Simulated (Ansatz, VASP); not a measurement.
# Cross-check of AlNi between VASP and Ansatz

Aim: how closely do two programs agree when they are given the same cell, functional and k mesh? The cell is taken from a series of runs on this material, whose earlier steps may have relaxed, scaled, displaced or heated it; both programs get it as it stands.

Method: plane waves, with VASP 6.6.1 beside it; zone-centre phonons at PBEsol, in Ansatz 0.2.0.

## Step 1: Set-up

It takes space group Pm-3m (No. 221, cubic). Conventional cell: a = 2.918 Å, b = 2.918 Å, c = 2.918 Å, α = 90.00°, β = 90.00°, γ = 90.00°. Al has 8 Ni at 2.53 Å nearest. Nearest to Ni lie 8 Al at 2.53 Å. Farther neighbours are not listed.

## Step 2: Ansatz: zone-centre phonons, PBEsol

Ansatz runs on its PAW soft_1 files.

Second derivatives magnify differences that forces hide, and they need a tight electronic threshold.

The input, input.yaml:

```yaml
crystal:
  lattice:
    - [2.917865868, 0.0, 0.0]
    - [0.0, 2.917865868, 0.0]
    - [0.0, 0.0, 2.917865868]
  atoms:
    - { symbol: Al, position: [0.0, 0.0, 0.0] }
    - { symbol: Ni, position: [0.5, 0.5, 0.5] }
kpoints:
  mp_grid: { grid: [16, 16, 16] }
hamiltonian:
  xc: pbesol
  pseudopotentials: { kind: paw, azcp: { folder: soft_1 }, xc_functional: pbe }
scf:
  occupations: { method: methfessel_paxton, width: 0.2 }
output:
  eigenvalues: true
phonons:
  method: dfpt
```

Run with:

```console
$ ansatz run input.yaml --threads 4 --pin off --max-ram 10240MiB --backend cpu --events-out ev --progress --plain --runs-dir out
```

Numbers of over 12 decimals in the logs are rounded to 6 here.

Output:

```text
Engine: ansatz 0.2.0, aarch64-unknown-linux-gnu
Pseudopotentials: kind: paw
Pseudopotential: Al, paw, valence charge 3, recommended cutoff 420 eV (normal), soft_1/Al.paw.azcp
Pseudopotential: Ni, paw, valence charge 18, recommended cutoff 420 eV (normal), soft_1/Ni.paw.azcp
Functional definition: PBEsol
  exchange = pbesol_x
  correlation = pbesol_c
Crystal: 2 atoms, lattice volume = 24.843 Å³
Basis set: ecut = 420 eV, 461 PW (Γ), exchange–correlation on 40×40×40 points (8 copies of the dense FFT grid, shifted against one another)
Bands: 15, of which v1, the nominal top of the filled ones, is band 11 counted from 1 (10 counted from 0)
Symmetry: 48 space group operations
k-points: 405 of 4096 (irreducible under 8 space group operations, time reversal used)
Non-local potential: Al, projectors of the file, l = 0: 2, l = 1: 2, l = 2: 1
Non-local potential: Ni, projectors of the file, l = 0: 3, l = 1: 2, l = 2: 3, l = 3: 1
PAW form: soft (Blöchl's): semilocal exchange-correlation on the pseudo side does not see the compensation charge
PAW frozen core: Al, regenerated for the run's functional, and the local potential with it (the file was generated under x = pbe(κ = 0.804, μ = 0.219515), c = pbe(β = 0.066725))
PAW frozen core: Ni, regenerated for the run's functional, and the local potential with it (the file was generated under x = pbe(κ = 0.804, μ = 0.219515), c = pbe(β = 0.066725))
PAW one-centre angular grid: Al, 110 points (default); XC on 64 Gauss nodes
PAW one-centre angular grid: Ni, 590 points (default); XC on 64 Gauss nodes
Initial density: superposition of atomic densities (chi_scale 0.1, normalization cell, long waves kept (reshape's long-wave potential 0.00 eV rms))
Initial wavefunctions: pseudopotential atomic-orbital guess
Functional: x = pbesol(κ = 0.804, μ = 0.123457), c = pbesol(β = 0.046)
SCF iter   1: F=—  HF=-6331.247709 eV  |F-HF|=—  |Δ(HF+E_count)|=         —  Δρ=8.97e-2  dr2=1.94e0  ethr=3.10e-3  ⟨swp⟩=4.1  Hψ=27063  notcnv=0
preconditioner: auto → none  [metal: Δε(μ)=0.043 eV  Ē_g=9.873 eV  σ=0.200 eV  W_gap=0.18  n_scr=6 (ndim 8)  ℏωp=26.9 eV  f_vac=0.000  D(μ)=0.55/eV (n_scr^D=0)  sad-step TF]
SCF iter   2: F=—  HF=-6331.066330 eV  |F-HF|=—  |Δ(HF+E_count)|=   1.81e-1  S|Δr|=    0.00e0  Δρ=6.27e-2  dr2=1.05e0  ethr=3.10e-3  ⟨swp⟩=2.0  Hψ=10916  notcnv=0  defer=99
SCF iter   3: F=—  HF=-6330.859293 eV  |F-HF|=—  |Δ(HF+E_count)|=   2.07e-1  S|Δr|=    0.00e0  Δρ=2.74e-2  dr2=1.61e-1  ethr=3.10e-3  ⟨swp⟩=2.0  Hψ=7812  notcnv=0  defer=99
SCF iter   4: F=—  HF=-6330.833365 eV  |F-HF|=—  |Δ(HF+E_count)|=   2.59e-2  S|Δr|=    0.00e0  Δρ=5.01e-3  dr2=3.81e-3  ethr=7.68e-4  ⟨swp⟩=2.0  Hψ=10705  notcnv=0  defer=92
SCF iter   5: F=—  HF=-6330.833305 eV  |F-HF|=—  |Δ(HF+E_count)|=   6.00e-5  S|Δr|=    0.00e0  Δρ=6.60e-4  dr2=6.36e-5  ethr=1.81e-5  ⟨swp⟩=2.0  Hψ=7836  notcnv=0  defer=92
SCF iter   6: F=—  HF=-6330.833295 eV  |F-HF|=—  |Δ(HF+E_count)|=   9.75e-6  S|Δr|=    0.00e0  Δρ=1.55e-4  dr2=3.95e-6  ethr=3.03e-7  ⟨swp⟩=2.3  Hψ=8806  notcnv=0  defer=92
SCF iter   7: F=—  HF=-6330.833298 eV  |F-HF|=—  |Δ(HF+E_count)|=   2.64e-6  S|Δr|=    0.00e0  Δρ=1.54e-5  dr2=4.58e-8  ethr=1.88e-8  ⟨swp⟩=2.2  Hψ=7834  notcnv=0  defer=92
SCF iter   8: F=—  HF=-6330.833306 eV  |F-HF|=—  |Δ(HF+E_count)|=   8.25e-6  S|Δr|=    0.00e0  Δρ=5.24e-7  dr2=4.12e-11  ethr=2.18e-10  ⟨swp⟩=2.1  Hψ=8975  notcnv=0  defer=92
SCF iter   9: F=-6330.833306 eV  HF=-6330.833306 eV  |F-HF|=9.09e-13  |Δ(HF+E_count)|=  6.37e-12  S|Δr|=    0.00e0  Δρ=2.73e-8  dr2=1.34e-13  ethr=1.00e-12  ⟨swp⟩=6.3  Hψ=25929  notcnv=0
SCF 1 converged in 9 iterations: F = -6330.833306 eV  dr2 = 1.34e-13
  greatest PAW one-centre occupation: 1.001 electrons in one spin orbital (limit 2), on the Ni atom at site 1 (counted from 0), in its partial waves of l = 1
DFPT response loops at Γ: preconditioner auto → Kerker (q_TF=auto, 2.653 Å⁻¹) (partly filled bands, converged f_vac=0.000); β = 1.00, the filter's whole step (`scf.mixing.beta` (0.50) is not read by the response loops under this deck's `scf.mixing.preconditioner`; to damp them name `kerker` or `kerker_dos`, under which they read `scf.mixing.beta`, and type it under 1.00, their step now; both keys bind the ground state too); Broyden in place of MSR1
SCF converged after 9 iterations
Stability not checked: this state was not tested for a lower state beside it, because cold or Methfessel-Paxton smearing, or corrected tetrahedra, fill the levels in a way that the test cannot read (fill_not_monotonic; see scf.lower_state_search)
Free energy (F): -6330.833306 eV
Harris-Foulkes:  -6330.833306 eV  (|F-HF|=9.09e-13)
Internal energy: -6330.834458 eV  (E = F + TS)
E sigma→0 (E₀):  -6330.833594 eV
Entropy (-TS):   0.001152 eV (0.576 meV/atom)
Fermi energy:    13.106337 eV
--- Per-component energies (eV) ---
  E_band       = -350.744312
  E_kinetic    = 366.820688
  E_local      = -3799.915568  (includes V_loc(G=0)·N_el)
  E_nonlocal   = -105.579893
  E_hartree    = 1984.093566
  E_xc         = -150.703067
  E_vxc        = -176.213131  (∫ρ·V_xc dr)
  E_paw        = -2080.720013  (= ΣΔE_a)
  E_vpaw       = -604.044359  (= ΣTr[D̂ρ^β])
  E_aug_tail   = 0.000827  (compensation charges beyond the density's cutoff)
  E_ewald      = -2545.047425
  E_core_change = 0.216428  (= ΣΔE_core)
  E_smearing   = 0.001152  (= −TS)
  E_closure    = 0.000000  (closes the sum)
  Σ components = -6330.833306   (vs F -6330.833306, Δ=0.00e0)
--- Band table (eV; the first three rows and the last of 405) ---
  k-point 0: bands = [... 7 lower, 11.6531, 11.6531, 11.6531, 18.4149, 18.4149, 18.4149, 21.1001, 21.1001]
  k-point 1: bands = [... 7 lower, 11.6228, 11.6228, 11.6563, 17.6559, 18.5076, 18.5076, 21.1060, 21.7796]
  k-point 2: bands = [... 7 lower, 11.5388, 11.5388, 11.6654, 16.3114, 18.7790, 18.7790, 21.1233, 22.8420]
  k-point 404: bands = [... 7 lower, 12.1844, 12.1844, 15.0799, 15.0799, 15.0799, 16.4882, 17.4276, 17.4276]
--- Phonons (Γ-DFPT): 2 representative perturbations + reference, on 405 of 4096 k-points (Σ response iterations 6) ---
  k mesh reduced under 8 symmetry operations, with k and −k counted as one. Each operation leaves every solved perturbation unchanged. A smaller set is not used because it would not reduce the number of displacements times k-points to solve
  ASR residual: 8.769e-6 → 0.000e0 eV/Å²; symmetrization residual: 1.561e-6 eV/Å²
  ASR residual per site (eV/Å²): 8.77e-6 3.93e-6
  Γ frequencies (cm⁻¹): 0.00 0.00 0.00 267.72 267.72 267.72
  non-analytic LO–TO correction: not included (Born effective charges unavailable; polar crystals: no LO–TO splitting at Γ)
```

Reading the cycles: dr2 is the Hartree energy of the density residual (eV), the measure of convergence; HF is the Harris–Foulkes estimate of the energy, which meets the free energy F at convergence.

## Step 3: VASP: zone-centre phonons, PBEsol

The same cell, functional, mesh and smearing now go to VASP, with its own data sets.

Lines of VASP's logs that name or quote its potential files are left out, and so is its time.

The input, INCAR:

```
SYSTEM = AlNi
PREC = Accurate
ENCUT = 600
EDIFF = 1E-08
NELM = 120
ISMEAR = 1
SIGMA = 0.2
LREAL = .FALSE.
ALGO = Normal
GGA = PS
NBANDS = 12
LASPH = .TRUE.
LORBIT = 11
LWAVE = .FALSE.
LCHARG = .FALSE.
ISIF = 2
IBRION = 8
GGA_COMPAT = .FALSE.
KPAR = 2
```

The input, POSCAR:

```
AlNi
1.0
    2.9178658680      0.0000000000      0.0000000000
    0.0000000000      2.9178658680      0.0000000000
    0.0000000000      0.0000000000      2.9178658680
Al Ni
1 1
Direct
    0.0000000000      0.0000000000      0.0000000000
    0.5000000000      0.5000000000      0.5000000000
```

The input, KPOINTS:

```
Automatic mesh
0
Gamma
16 16 16
0 0 0
```

PAW data sets: Al and Ni (PBE family, release 64).

Run with:

```console
$ mpirun -np 2 vasp_std
```

Output:

```text
[banner, memory and clock lines left out]
running    2 mpi-ranks, on    1 nodes
 distrk:  each k-point on    1 cores,    2 groups
 distr:  one band on    1 cores,    1 groups

 POSCAR found type information on POSCAR AlNi
 POSCAR found :  2 types and       2 ions
|                                                                             |
|               ----> ADVICE to this user running VASP <----                  |
|                                                                             |
|     You enforced a specific xc type in the INCAR file but a different       |
|     [... a line on the potential file left out ...]
|     I HOPE YOU KNOW WHAT YOU ARE DOING!                                     |
|                                                                             |

 LDA part: xc-table for (Slater+PW92), standard interpolation
 POSCAR, INCAR and KPOINTS ok, starting setup
 FFT: planning ... GRIDC
 FFT: planning ... GRID_SOFT
 FFT: planning ... GRID
 WAVECAR not read
 entering main loop
       N       E                     dE             d eps       ncg     rms          rms(c)
DAV:   1     0.435694272146E+02    0.43569E+02   -0.61350E+03  4004   0.126E+03
DAV:   2    -0.113433405866E+02   -0.54913E+02   -0.50849E+02  4068   0.205E+02
DAV:   3    -0.130938731851E+02   -0.17505E+01   -0.17278E+01  4832   0.429E+01
DAV:   4    -0.131193153526E+02   -0.25442E-01   -0.25432E-01  4400   0.461E+00
DAV:   5    -0.131200626743E+02   -0.74732E-03   -0.74730E-03  4804   0.890E-01    0.124E+01
DAV:   6    -0.154231108929E+02   -0.23030E+01   -0.56908E+01  4388   0.117E+02    0.169E+01
DAV:   7    -0.115824381234E+02    0.38407E+01   -0.16146E+01  4436   0.695E+01    0.130E+00
DAV:   8    -0.115617106659E+02    0.20727E-01   -0.44360E-01  4896   0.783E+00    0.967E-01
DAV:   9    -0.115479831430E+02    0.13728E-01   -0.47564E-02  4812   0.304E+00    0.223E-01
DAV:  10    -0.115473885118E+02    0.59463E-03   -0.28023E-03  4844   0.775E-01    0.645E-02
DAV:  11    -0.115473878528E+02    0.65909E-06   -0.10493E-04  5608   0.984E-02    0.224E-02
DAV:  12    -0.115473869127E+02    0.94004E-06   -0.22224E-06  5216   0.218E-02    0.703E-03
DAV:  13    -0.115473863707E+02    0.54206E-06   -0.29516E-07  5364   0.680E-03    0.199E-03
DAV:  14    -0.115473863597E+02    0.10946E-07   -0.71570E-08  4644   0.248E-03    0.711E-04
DAV:  15    -0.115473863705E+02   -0.10826E-07   -0.27240E-09  2320   0.707E-04    0.341E-04
DAV:  16    -0.115473863828E+02   -0.12235E-07   -0.24830E-09  2168   0.582E-04    0.697E-05
DAV:  17    -0.115473863825E+02    0.29240E-09   -0.25852E-10  2124   0.193E-04
   1 F= -.11547386E+02 E0= -.11547773E+02  d E =0.115894E-02
 Linear response reoptimize wavefunctions to high precision
DAV:   1    -0.115473863824E+02    0.50477E-10   -0.38595E-11  2292   0.716E-05
 Linear response DOF=           2
 Linear response progress:
  Degree of freedom:   1/  2
       N       E                     dE             d eps       ncg     rms          rms(c)
RMM:   1    -0.560400583864E-02   -0.56040E-02    0.34209E-03 21729   0.612E-01
RMM:   2    -0.536931603703E-02    0.23469E-03   -0.12269E-04 14713   0.217E-01    0.559E-02
RMM:   3    -0.536263536710E-02    0.66807E-05   -0.93629E-05 15761   0.764E-02    0.281E-02
RMM:   4    -0.542835018566E-02   -0.65715E-04   -0.38244E-05 15748   0.464E-02    0.592E-03
RMM:   5    -0.543141190743E-02   -0.30617E-05   -0.21142E-06 16015   0.111E-02    0.154E-03
RMM:   6    -0.543137097559E-02    0.40932E-07   -0.11330E-07 15202   0.318E-03    0.988E-04
RMM:   7    -0.543131783785E-02    0.53138E-07   -0.15289E-08 14695   0.168E-03    0.655E-04
RMM:   8    -0.543123000519E-02    0.87833E-07   -0.45457E-09 16605   0.507E-04    0.212E-04
RMM:   9    -0.543152278540E-02   -0.29278E-06   -0.94336E-10 16733   0.153E-04    0.765E-06
RMM:  10    -0.543149110916E-02    0.31676E-07   -0.31240E-11 16925   0.480E-05    0.914E-06
RMM:  11    -0.543150717855E-02   -0.16069E-07   -0.22775E-11 16895   0.183E-05    0.271E-06
RMM:  12    -0.543150468449E-02    0.24941E-08    0.61088E-11 16695   0.715E-06    0.878E-07
 first order change of Fermi-energy  -0.12377E-03
 force on displaced ion       1 direction 1 :  -4.913   0.000  -0.000
 Linear response progress:
  Degree of freedom:   2/  2
       N       E                     dE             d eps       ncg     rms          rms(c)
RMM:   1    -0.186367623320E+00   -0.18637E+00   -0.99859E-02 14496   0.266E+00
RMM:   2    -0.185027218294E+00    0.13404E-02   -0.15622E-03 14365   0.484E-01    0.123E-01
RMM:   3    -0.185044909377E+00   -0.17691E-04   -0.12161E-04 15351   0.936E-02    0.726E-02
RMM:   4    -0.185443617768E+00   -0.39871E-03   -0.16879E-04 16377   0.101E-01    0.589E-03
RMM:   5    -0.185428560151E+00    0.15058E-04   -0.36121E-06 16488   0.215E-02    0.491E-03
RMM:   6    -0.185419830847E+00    0.87293E-05   -0.38350E-07 14652   0.819E-03    0.257E-03
RMM:   7    -0.185404824623E+00    0.15006E-04   -0.13337E-07 16943   0.309E-03    0.378E-04
RMM:   8    -0.185400744354E+00    0.40803E-05   -0.29887E-09 17310   0.678E-04    0.948E-05
RMM:   9    -0.185399825662E+00    0.91869E-06   -0.11840E-09 16338   0.220E-04    0.359E-05
RMM:  10    -0.185399581246E+00    0.24442E-06    0.99856E-11 16852   0.954E-05    0.665E-06
RMM:  11    -0.185399620419E+00   -0.39174E-07   -0.18036E-10 17641   0.297E-05    0.267E-06
RMM:  12    -0.185399635471E+00   -0.15052E-07   -0.11536E-10 17847   0.150E-05    0.114E-06
RMM:  13    -0.185399644951E+00   -0.94803E-08   -0.29551E-10 15365   0.111E-05    0.423E-07
 first order change of Fermi-energy   0.25082E-02
 force on displaced ion       2 direction 1 :  -4.899   0.000   0.000
 Linear response finished
```

Parts of OUTCAR (step 3):

```text
ion  position               nearest neighbor table
   1  0.000  0.000  0.000-   2 2.53   2 2.53   2 2.53   2 2.53   2 2.53   2 2.53   2 2.53   2 2.53

  LATTYP: Found a simple cubic cell.
 ALAT       =     2.9178658680

 Subroutine GETGRP returns: Found 48 space group operations
 (whereof 48 operations were pure point group operations)

The static configuration has the point symmetry O_h .

 Found    165 irreducible k-points:

   k-points           NKPTS =    165   k-points in BZ     NKDIM =    165   number of bands    NBANDS=     12

   dimension x,y,z NGX =    24 NGY =   24 NGZ =   24
   dimension x,y,z NGXF=    48 NGYF=   48 NGZF=   48

   ENCUT  =  600.0 eV  44.10 Ry    6.64 a.u.   5.83  5.83  5.83*2*pi/ulx,y,z

   NELECT =      13.0000    total number of electrons

 k-points in reciprocal lattice and weights: Automatic mesh
   0.00000000  0.00000000  0.00000000       0.000
   0.06250000  0.00000000  0.00000000       0.001
   0.12500000  0.00000000  0.00000000       0.001
   0.18750000  0.00000000  0.00000000       0.001
   0.25000000  0.00000000  0.00000000       0.001
   0.31250000  0.00000000  0.00000000       0.001
   0.37500000  0.00000000  0.00000000       0.001
   0.43750000  0.00000000  0.00000000       0.001
   0.50000000  0.00000000  0.00000000       0.001
[...]
0.50000000  0.50000000  0.43750000       0.001
   0.50000000  0.50000000  0.50000000       0.000

 average (electrostatic) potential at core
       1 -70.3849       2 -81.7331

  Total       -1.3553361     -1.3553361     -1.3553361      0.0000000     -0.0000000      0.0000000
  in kB      -87.4100988    -87.4100988    -87.4100988      0.0000000     -0.0000000      0.0000000
  external PRESSURE =     -87.4100988 kB  Pullay stress =       0.0000000 kB

  energy-cutoff  :      600.00
  volume of cell :       24.84
      direct lattice vectors                 reciprocal lattice vectors
     2.917865868  0.000000000  0.000000000     0.342716233  0.000000000  0.000000000
     0.000000000  2.917865868  0.000000000     0.000000000  0.342716233  0.000000000
     0.000000000  0.000000000  2.917865868     0.000000000  0.000000000  0.342716233

 POSITION                                       TOTAL-FORCE (eV/Angst)
 -----------------------------------------------------------------------------------
      0.00000      0.00000      0.00000         0.000000      0.000000      0.000000
      1.45893      1.45893      1.45893         0.000000      0.000000      0.000000
 -----------------------------------------------------------------------------------
    total drift:                                0.000000      0.000000     -0.000000

 Eigenvectors and eigenvalues of the dynamical matrix
 ----------------------------------------------------

   1 f  =    8.056439 THz    50.620098 2PiTHz  268.733874 cm-1    33.318739 meV
             X         Y         Z           dx          dy          dz
      0.000000  0.000000  0.000000    -0.828055   -0.000000   -0.000000
      1.458933  1.458933  1.458933     0.560647    0.000000   -0.000000

   2 f  =    8.056439 THz    50.620098 2PiTHz  268.733874 cm-1    33.318739 meV
             X         Y         Z           dx          dy          dz
      0.000000  0.000000  0.000000     0.000000   -0.585523   -0.585523
      1.458933  1.458933  1.458933    -0.000000    0.396437    0.396437

   3 f  =    8.056439 THz    50.620098 2PiTHz  268.733874 cm-1    33.318739 meV
             X         Y         Z           dx          dy          dz
      0.000000  0.000000  0.000000     0.000000   -0.585523    0.585523
      1.458933  1.458933  1.458933    -0.000000    0.396437   -0.396437

   4 f/i=    0.005312 THz     0.033374 2PiTHz    0.177179 cm-1     0.021967 meV
             X         Y         Z           dx          dy          dz
      0.000000  0.000000  0.000000     0.031643   -0.341787    0.443289
      1.458933  1.458933  1.458933     0.046735   -0.504807    0.654722

   5 f/i=    0.005312 THz     0.033374 2PiTHz    0.177179 cm-1     0.021967 meV
             X         Y         Z           dx          dy          dz
      0.000000  0.000000  0.000000     0.559576    0.008132   -0.033674
      1.458933  1.458933  1.458933     0.826473    0.012010   -0.049735

   6 f/i=    0.005312 THz     0.033374 2PiTHz    0.177179 cm-1     0.021967 meV
             X         Y         Z           dx          dy          dz
      0.000000  0.000000  0.000000    -0.014099   -0.444343   -0.341593
      1.458933  1.458933  1.458933    -0.020823   -0.656278   -0.504520

 ELASTIC MODULI CONTR FROM IONIC RELAXATION (kBar)
 Direction    XX          YY          ZZ          XY          YZ          ZX
 --------------------------------------------------------------------------------
 XX           0.0000      0.0000      0.0000      0.0000      0.0000      0.0000
 YY           0.0000      0.0000      0.0000      0.0000      0.0000      0.0000
 ZZ           0.0000      0.0000      0.0000      0.0000      0.0000      0.0000
 XY           0.0000      0.0000      0.0000      0.0000      0.0000      0.0000
 YZ           0.0000      0.0000      0.0000      0.0000      0.0000      0.0000
 ZX           0.0000      0.0000      0.0000      0.0000      0.0000      0.0000
 --------------------------------------------------------------------------------
```

This run has no spin polarisation, so a moment on Ni, if there is one, isn't seen. Its electron count is odd, so without a moment it is a metal by construction.

## Step 4: Differences

Known differences besides the potentials themselves: the data sets hold 21 valence electrons in Ansatz (on its PAW soft_1 files) and 13 in VASP; the cutoff is 420 eV in Ansatz and 600 eV in VASP; Ansatz makes its cores anew for this functional, VASP keeps those of its PBE data sets. Total energies have different zeros and are not compared.

The two programs side by side:

| quantity | Ansatz | VASP | difference |
| --- | --- | --- | --- |
| optical mode 1 to 3 (cm⁻¹) | 267.7 | 268.7 | -0.38 % |

Modes are paired by rising frequency, not by their patterns, so a pair may set unlike modes beside each other; they are those without the splitting of longitudinal modes.

## Step 5: What came out

- r.m.s. difference of the optical zone-centre modes, each program's sorted by frequency (zone-centre phonons, PBEsol): 1.0 cm⁻¹

In words: The r.m.s. difference of the optical zone-centre modes, each program's sorted by frequency is 1.0 cm⁻¹ (zone-centre phonons, PBEsol). The data sets hold unlike numbers of valence electrons (21 in Ansatz and 13 in VASP), so part of the differences comes from the potentials. Such differences can come from data sets, numerical settings and the points named under the comparisons, not from the functional's error against experiment.

[Lines on the potential files, build, host, timing and source positions are cut from VASP's logs without a mark.]

[Logs are printed without paths, hosts, clocks, repeated set-up lines and the standing remarks that a program may print on its own settings, such as how far it seeks lower states.]

[Hosts, paths, dates, database ids (printed as entryN), source tags and the programs' standing remarks are cut or masked in the printed files.]
